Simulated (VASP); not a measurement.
```xyz
4
Lattice="4.1059 0.0000 0.0000 0.0000 4.0607 0.0000 0.0000 0.0000 4.1996" Properties=species:S:1:pos:R:3 pbc="T T T"
Sc     0.0000     0.0000     0.0000
Al     0.0000     2.0304     2.0998
Al     2.0529     0.0000     2.0998
Al     2.0777     2.0304     0.0000
```

Calculation: PBE GGA, VASP's PBE PAW potentials (set 64) (plane waves; VASP). Settings: 400 eV cut-off, 8×8×8 Monkhorst-Pack mesh, first-order Methfessel-Paxton smearing of 0.10 eV, potentials Sc_sv Al.

Gaps are read on the run's mesh, which can miss a band edge.

### Question
What does the run give for the energy per atom (σ→0), largest force, band gap (on the k-mesh) with the smallest direct gap where there is one?

### Answer

The band gap (on the k-mesh) comes out as none (metal, semimetal or under 0.01 eV) and the energy per atom (σ→0) is -464.9 kJ/mol of atoms. The largest force is 0.152 eV/Å.

The compound is Al3Sc in the L1_2 structure. The cell was not relaxed at this level, atoms are displaced from their ideal sites. The run is one of a series of settings (KPOINTS 8×8×8 Monkhorst-Pack mesh against the base run), some of them coarse on purpose.
